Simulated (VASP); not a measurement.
# Zr2CrN2 (P6/mmm) in VASP: a series of runs

The runs below take Zr2CrN2 through relaxation of cell and atoms, with PBE.

All numbers are computed with VASP 6.6.1; they aren't measurements. Logs are shortened: lines on timing, memory, paths and dates and some standing lists are left out, and cuts for length are marked.

## (1) The crystal as given

It takes space group P6/mmm (No. 191, hexagonal). The conventional cell has a = 4.235 Å, b = 4.235 Å, c = 4.655 Å, α = 90.00°, β = 90.00°, γ = 120.00°. Zr (site symmetry -6m2) has 3 Zr at 2.45 Å and 6 N at 2.57 Å as nearest neighbours. Cr (site symmetry 6/mmm) has 2 N at 1.53 Å as nearest neighbours. N (site symmetry 6mm) is surrounded by 1 Cr at 1.53 Å and 1 N at 1.59 Å.

The cell was built by a generator and needn't be a form met in nature.

## (2) Relaxation of cell and atoms, PBE, collinear spin, ferromagnetic start

The input, INCAR:

```
SYSTEM = Zr2CrN2
PREC = Normal
ENCUT = 520
EDIFF = 1E-4
ISMEAR = 0
SIGMA = 0.15
LREAL = .FALSE.
LASPH = .TRUE.
NELM = 60
ALGO = Fast
ISIF = 3
LWAVE = .FALSE.
LCHARG = .FALSE.
ISPIN = 2
MAGMOM = 0 0 3 0 0
LORBIT = 11
LMAXMIX = 4
GGA = PE
IBRION = 2
NSW = 24
EDIFFG = -0.08
```

The input, KPOINTS:

```
regular mesh
0
G
  4 4 3
  0 0 0
```

The input, POSCAR:

```
Zr2CrN2
1.0
    4.2349473800      0.0000000000      0.0000000000
   -2.1174736900      3.6675720100      0.0000000000
    0.0000000000      0.0000000000      4.6554384800
Zr Cr N
2 1 2
Direct
    0.3333333300      0.6666666700      0.5000000000
    0.6666666700      0.3333333300      0.5000000000
    0.0000000000      0.0000000000      0.0000000000
    0.0000000000      0.0000000000      0.3292644500
    0.0000000000      0.0000000000      0.6707355500
```

Potentials or basis: VASP PAW PBE potentials, release 64 (Zr_sv, Cr_pv, N).

Run with:

```bash
$ cat potpaw_PBE.64/Zr_sv/POTCAR potpaw_PBE.64/Cr_pv/POTCAR potpaw_PBE.64/N/POTCAR > POTCAR
$ mpirun -np 1 vasp_std > vasp.out
```

OUTCAR:

```text
SYSTEM = Zr2CrN2
   PREC = Normal
   ENCUT = 520
   EDIFF = 1E-4
   ISMEAR = 0
   LREAL = .FALSE.
   LASPH = .TRUE.
   NELM = 60
   ISIF = 3
   ISPIN = 2
   LORBIT = 11
   GGA = PE
   IBRION = 2
   NSW = 24
   EDIFFG = -0.08

 ion  position               nearest neighbor table
   1  0.333  0.667  0.500-   2 2.45   2 2.45   2 2.45   5 2.57   4 2.57   5 2.57   4 2.57   5 2.57
                             4 2.57   3 3.38   3 3.38   3 3.38   3 3.38   3 3.38   3 3.38
   2  0.667  0.333  0.500-   1 2.45   1 2.45   1 2.45   5 2.57   4 2.57   4 2.57   5 2.57   4 2.57
                             5 2.57   3 3.38   3 3.38   3 3.38   3 3.38   3 3.38   3 3.38
   3  0.000  0.000  0.000-   4 1.53   5 1.53   1 3.38   2 3.38   1 3.38   2 3.38   1 3.38   1 3.38
                             2 3.38   2 3.38   2 3.38   2 3.38   1 3.38   1 3.38
   4  0.000  0.000  0.329-   3 1.53   5 1.59   1 2.57   2 2.57   1 2.57   2 2.57   2 2.57   1 2.57

   5  0.000  0.000  0.671-   3 1.53   4 1.59   1 2.57   2 2.57   1 2.57   2 2.57   2 2.57   1 2.57

  LATTYP: Found a hexagonal cell.
 ALAT       =     4.2349473800
 C/A-ratio  =     1.0992907496

  Lattice vectors:

 A1 = (   4.2349473800,   0.0000000000,   0.0000000000)
 A2 = (  -2.1174736900,   3.6675720100,   0.0000000000)
 A3 = (   0.0000000000,   0.0000000000,   4.6554384800)

Analysis of symmetry for initial positions (statically):
=====================================================================
 Subroutine PRICEL returns:
 Original cell was already a primitive cell.

 Routine SETGRP: Setting up the symmetry group for a
 hexagonal supercell.

 Subroutine GETGRP returns: Found 24 space group operations
 (whereof 24 operations were pure point group operations)
 out of a pool of 24 trial point group operations.

The static configuration has the point symmetry D_6h.

Analysis of symmetry for dynamics (positions and initial velocities):
=====================================================================
 Subroutine PRICEL returns:
 Original cell was already a primitive cell.

 Routine SETGRP: Setting up the symmetry group for a
 hexagonal supercell.

 Subroutine GETGRP returns: Found 24 space group operations
 (whereof 24 operations were pure point group operations)
 out of a pool of 24 trial point group operations.

The dynamic configuration has the point symmetry D_6h.

Analysis of structural, dynamic, and magnetic symmetry:
[... 158 lines left out ...]
  -------------------------------------------------------------------------------------
  Total        8.4613860      8.4613859     28.0886005      0.0000000      0.0000000      0.0000000
  in kB      187.4842667    187.4842662    622.3768400      0.0000000      0.0000000      0.0000000
  external PRESSURE =     332.4484576 kB  Pullay stress =       0.0000000 kB
[... 28 lines left out ...]
 number of electron      45.9999994 magnetization       0.0982645

 number of electron      45.9999993 magnetization      -4.9145020

------------------------ aborting loop EDIFF was not reached (unconverged)  ----------------------------

  FORCE on cell =-STRESS in cart. coord.  units (eV):
  Direction    XX          YY          ZZ          XY          YZ          ZX
  --------------------------------------------------------------------------------------
  -------------------------------------------------------------------------------------
  Total     -124.0131141   -124.0131137    645.6049717      0.0000000      0.0000000      0.0000000
  in kB    -1847.8863644  -1847.8863589   9619.9876375      0.0000000      0.0000000      0.0000000
  external PRESSURE =    1974.7383047 kB  Pullay stress =       0.0000000 kB
[... 59 lines left out ...]
  FREE ENERGIE OF THE ION-ELECTRON SYSTEM (eV)
  ---------------------------------------------------
  free  energy   TOTEN  =       -37.3833813990 eV

  energy  without entropy=      -37.3328981906  energy(sigma->0) =      -37.35813979

 E-fermi :   5.9461     XC(G=0):  -9.9316

 val. band max:        5.9372529388   @ k =   0.2500   0.2500   0.3333
 cond. band min:       5.9561443319   @ k =   0.5000   0.0000   0.3333
 fundamental gap:      0.0188913932
 Fermi energy:         5.9460779271

 spin component 1

 k-point     1 :       0.0000    0.0000    0.0000
  band No.  band energies     occupation
      1     -43.1313      1.00000
      2     -42.6419      1.00000
      3     -37.9588      1.00000
      4     -37.1433      1.00000
      5     -37.1432      1.00000
      6     -21.6867      1.00000
[... 504 lines left out ...]
     28       7.0573      0.00000
     29       7.5345      0.00000

[... ionic steps 4 to 17 ...]

--------------------------------------- Ionic step       18  -------------------------------------------

 number of electron      45.9999935 magnetization      -0.2535089

------------------------ aborting loop because EDIFF is reached ----------------------------------------
[... 73 lines left out ...]
--------------------------------------- Ionic step       20  -------------------------------------------

 number of electron      45.9999937 magnetization      -0.2044938

 Free energy of the ion-electron system (eV)
  ---------------------------------------------------
  ext. energy  EPLUGINS =         0.00000000
  ---------------------------------------------------
  free energy    TOTEN  =       -38.60615916 eV

  energy without entropy =      -38.54653861  energy(sigma->0) =      -38.57634888

 E-fermi :   6.6958     XC(G=0): -10.2577

 val. band max:        6.6948491525   @ k =   0.2500   0.0000   0.3333
 cond. band min:       6.7217242214   @ k =   0.2500   0.2500   0.0000
 fundamental gap:      0.0268750690
 Fermi energy:         6.6958092189

 spin component 1

 k-point     1 :       0.0000    0.0000    0.0000
  band No.  band energies     occupation
      1     -42.7890      1.00000
      2     -42.3072      1.00000
      3     -35.6057      1.00000
      4     -34.4966      1.00000
      5     -34.4966      1.00000
      6     -21.4851      1.00000
[... 536 lines left out ...]
  FREE ENERGIE OF THE ION-ELECTRON SYSTEM (eV)
  ---------------------------------------------------
  free  energy   TOTEN  =       -38.6061591567 eV

  energy  without entropy=      -38.5465386063  energy(sigma->0) =      -38.57634888

 reached required accuracy - stopping structural energy minimisation

 total charge

# of ion       s       p       d       tot
------------------------------------------
    1        2.164   5.918   1.949  10.031
    2        2.164   5.918   1.949  10.031
    3        0.283   6.303   4.253  10.840
    4        1.285   2.510   0.000   3.795
    5        1.285   2.510   0.000   3.795
--------------------------------------------------
tot          7.180  23.159   8.152  38.491

 magnetization (x)

# of ion       s       p       d       tot
------------------------------------------
    1        0.078   0.025   0.814   0.917
    2        0.078   0.025   0.814   0.917
    3       -0.046  -0.027  -2.667  -2.741
    4        0.016   0.085   0.000   0.101
    5        0.016   0.085   0.000   0.101
--------------------------------------------------
tot          0.142   0.193  -1.039  -0.704
```

OSZICAR:

```text
N       E                     dE             d eps       ncg     rms          rms(c)
DAV:   1     0.548646625411E+03    0.54865E+03   -0.24437E+04   928   0.163E+03
DAV:   2     0.907321212841E+01   -0.53957E+03   -0.52426E+03  1047   0.491E+02
[... 430 lines left out ...]
DAV:   1    -0.386257478815E+02   -0.27792E-01   -0.10678E+00  1026   0.728E+00    0.145E+00
RMM:   2    -0.386693750000E+02   -0.43627E-01   -0.23401E-01   993   0.286E+00    0.299E+00
RMM:   3    -0.386067822761E+02    0.62593E-01   -0.71912E-02   958   0.198E+00    0.402E-01
RMM:   4    -0.386065421226E+02    0.24015E-03   -0.15092E-02  1027   0.560E-01    0.250E-01
RMM:   5    -0.386061253384E+02    0.41678E-03   -0.24201E-03  1061   0.297E-01    0.113E-01
RMM:   6    -0.386061681147E+02   -0.42776E-04   -0.11135E-03   864   0.125E-01    0.568E-02
RMM:   7    -0.386061591567E+02    0.89580E-05   -0.25618E-04   666   0.733E-02
  20 F= -.38606159E+02 E0= -.38576349E+02  d E =-.182725E-02  mag=    -0.2091
```

CONTCAR:

```text
Zr2CrN2
   1.00000000000000
     4.6679271612207129   -0.0000000000000000   -0.0000000000000000
    -2.3339635806103565    4.0425434983117183    0.0000000000000000
    -0.0000000000000000    0.0000000000000000    4.8436709554923922
  Zr              Cr              N
     2     1     2
Direct
     0.3333333300000021    0.6666666699999979    0.5000000000000000
     0.6666666699999979    0.3333333300000021    0.5000000000000000
     0.0000000000000000    0.0000000000000000    0.0000000000000000
     0.0000000000000000    0.0000000000000000    0.3691204921379540
     0.0000000000000000    0.0000000000000000    0.6308795078620463

  0.00000000E+00  0.00000000E+00  0.00000000E+00
  0.00000000E+00  0.00000000E+00  0.00000000E+00
  0.00000000E+00  0.00000000E+00  0.00000000E+00
  0.00000000E+00  0.00000000E+00  0.00000000E+00
  0.00000000E+00  0.00000000E+00  0.00000000E+00
```

It took 7.5 min on 1 thread of Intel Xeon Platinum 8488C (Sapphire Rapids), shared host; peak memory 0.18 GiB.

What came out:

```yaml
Free_energy: -38.6062 eV
Relaxed_volume: 18.28 Å³/atom
Relaxed_cell: a = 4.668 Å, b = 4.668 Å, c = 4.844 Å, α = 90.00°, β = 90.00°, γ = 120.00°
Space_group_after_relaxing_to_0.05_Å: P6/mmm (No. 191)
Energy_gained_by_relaxing: 761.5 meV/atom
Ionic_steps: 20
Pressure_after_relaxing: 0.2 GPa
Largest_force_after_relaxing: 0.007 eV/Å
Band_gap_on_the_k_mesh: none (metal or under the smearing width)
Net_moment: -0.20 μB per cell
Site_moments: Zr +0.92; Cr -2.74; N +0.10 μB
Valence_electrons_inside_the_program's_atomic_spheres: Zr 10.03; Cr 10.84; N 3.79
```

Forces in eV/Å, atoms in the order of the input:
```
Zr   0.000  0.000  0.000
Zr   0.000  0.000  0.000
Cr   0.000  0.000  0.000
N    0.000  0.000  0.007
N    0.000  0.000 -0.007
```

Stress tensor (GPa, compression positive):
```
0.08 0.00 0.00
0.00 0.08 0.00
0.00 0.00 0.51
```

Step by step:
```csv
step,energy change (eV),largest force (eV/Å),pressure (GPa),volume (Å³)
1,0.0000,13.3895,33.24,72.31
2,345.5166,2107.7526,197.47,107.52
3,-2.5848,2.8584,25.26,72.63
4,-2.6238,2.6083,25.06,72.74
5,-2.9351,3.3905,20.92,75.06
6,-1.4015,2.4292,-14.69,98.58
7,-1.9257,1.5054,-4.96,86.38
8,-2.7805,0.0511,-0.88,83.30
9,-2.7885,0.2956,0.74,82.17
10,-3.5739,2.2052,4.69,85.43
11,-3.5753,2.1976,2.91,85.39
12,-3.5912,1.8285,3.26,84.73
13,-3.5552,3.4617,3.42,90.08
14,-3.7511,0.1196,4.19,87.07
15,-3.7634,0.7851,4.25,87.93
16,-3.7809,0.1292,-2.75,94.74
17,-3.8058,0.4170,0.03,91.71
18,-3.8057,0.4356,0.26,91.57
19,-3.7993,0.8977,0.04,91.04
20,-3.8076,0.0071,0.22,91.40
```

Final structure:
```cif
data_structure
_symmetry_space_group_name_H-M 'P 1'
_symmetry_Int_Tables_number 1
_cell_length_a 4.6679
_cell_length_b 4.6679
_cell_length_c 4.8437
_cell_angle_alpha 90.000
_cell_angle_beta 90.000
_cell_angle_gamma 120.000
_cell_volume 91.40
loop_
_atom_site_label
_atom_site_type_symbol
_atom_site_fract_x
_atom_site_fract_y
_atom_site_fract_z
_atom_site_occupancy
Zr1 Zr 0.33333 0.66667 0.50000 1
Zr2 Zr 0.66667 0.33333 0.50000 1
Cr1 Cr 0.00000 0.00000 0.00000 1
N1 N 0.00000 0.00000 0.36912 1
N2 N 0.00000 0.00000 0.63088 1
```

Levels at points of the mesh, in eV from the Fermi level:
Spin up:
```csv
k point,band 19,band 20,band 21,band 22,band 23,band 24,band 25,band 26,band 27,band 28
"(0.00, 0.00, 0.00)",-2.81,-1.43,-0.69,-0.69,0.25,0.25,1.39,1.39,1.90,2.94
"(0.50, 0.00, 0.00)",-2.20,-1.44,-1.09,-0.85,-0.04,0.39,0.54,1.19,1.53,2.13
```
Spin down:
| k point | band 20 | band 21 | band 22 | band 23 | band 24 | band 25 |
| --- | --- | --- | --- | --- | --- | --- |
| (0.00, 0.00, 0.00) | -1.38 | -1.38 | -0.28 | 0.12 | 0.12 | 1.69 |
| (0.50, 0.00, 0.00) | -1.33 | -1.17 | -1.12 | -0.43 | 0.26 | 0.35 |

Caveat: the k mesh is coarse (spacing up to 0.45 Å⁻¹), so the values aren't converged; the volume moved by over 15 % at a fixed basis, so the end points are rough; the relaxation stopped at a loose force limit of 0.08 eV/Å, so its end isn't a converged minimum.

(Part 1 of 2 ends here.)
